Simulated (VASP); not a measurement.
A snapshot from molecular dynamics of Au, step 41; the first frame, the perfect lattice, has an electronic free energy F (no ionic kinetic energy) of -3.594 eV/atom. The Γ point alone samples so small a cell crudely.

Consider the following.

```
Au
1.0
    0.00000     6.12000     6.12000
    6.12000     0.00000     6.12000
    6.12000     6.12000     0.00000
Au
27
Direct
  0.00358   0.99596   0.00091
  0.99683   0.00634   0.33800
  0.99817   0.98737   0.67266
  0.00325   0.33983   0.97871
  0.00138   0.31418   0.32536
  0.99299   0.33008   0.65878
  0.99860   0.66874   0.00747
  0.00405   0.65811   0.34262
  0.99915   0.68737   0.66692
  0.34635   0.99008   0.99374
  0.33190   0.01050   0.33113
  0.34476   0.00106   0.66384
  0.31626   0.35109   0.98609
  0.32539   0.34424   0.32820
  0.31606   0.34993   0.67352
  0.34042   0.65663   0.99266
  0.32260   0.67295   0.35353
  0.33760   0.66560   0.67004
  0.66588   0.99921   0.99461
  0.65860   0.98845   0.35558
  0.65177   0.01886   0.66953
  0.68034   0.31239   0.01355
  0.67150   0.32920   0.33822
  0.66243   0.34080   0.65813
  0.65966   0.66659   0.98920
  0.67904   0.65414   0.33480
  0.69141   0.66033   0.66220
```

These are PBE GGA, VASP's PBE PAW potentials (set 64) (plane waves; VASP) values and carry that method's errors. Run with PREC = Normal, LREAL = Auto, ISYM = 0, EDIFF = 1E-5, 300 eV cut-off, 1×1×1 Γ-centred mesh, Fermi-Dirac smearing of 0.043 eV, potentials Au.

Task: Give F per atom of this frame and the forces (eV/Å).

Result: -3.557 eV/atom.
| atom | Fx | Fy | Fz |
|---|---|---|---|
| Au1 | 0.05 | 0.29 | 0.07 |
| Au2 | -1.13 | -0.49 | -0.38 |
| Au3 | 0.88 | 0.20 | 0.95 |
| Au4 | 0.44 | 0.14 | -0.62 |
| Au5 | 0.81 | 0.22 | 0.84 |
| Au6 | -0.46 | 0.45 | -0.18 |
| Au7 | 0.21 | -0.19 | -0.34 |
| Au8 | -0.07 | -0.40 | 0.64 |
| Au9 | -0.32 | -0.06 | -0.90 |
| Au10 | 0.72 | -0.07 | -0.56 |
| Au11 | -0.40 | 0.24 | 0.08 |
| Au12 | 0.35 | -0.52 | -0.67 |
| Au13 | -0.18 | 1.35 | -0.24 |
| Au14 | -0.16 | 0.44 | 0.08 |
| Au15 | -1.28 | -0.35 | 0.00 |
| Au16 | 0.41 | 0.16 | 0.21 |
| Au17 | -0.74 | -0.21 | 0.48 |
| Au18 | 0.23 | -0.17 | 0.97 |
| Au19 | 0.51 | 0.32 | -0.04 |
| Au20 | -0.67 | -0.41 | 0.66 |
| Au21 | -0.46 | 0.27 | 0.12 |
| Au22 | 0.06 | -0.48 | -0.24 |
| Au23 | -0.01 | -1.07 | -0.15 |
| Au24 | 0.42 | 0.64 | -0.11 |
| Au25 | 0.25 | 0.78 | -0.06 |
| Au26 | 0.23 | -0.63 | 0.17 |
| Au27 | 0.29 | -0.42 | -0.80 |

The cell is a supercell, built from Au (fcc). Its lattice is the typed one, not relaxed at this level.
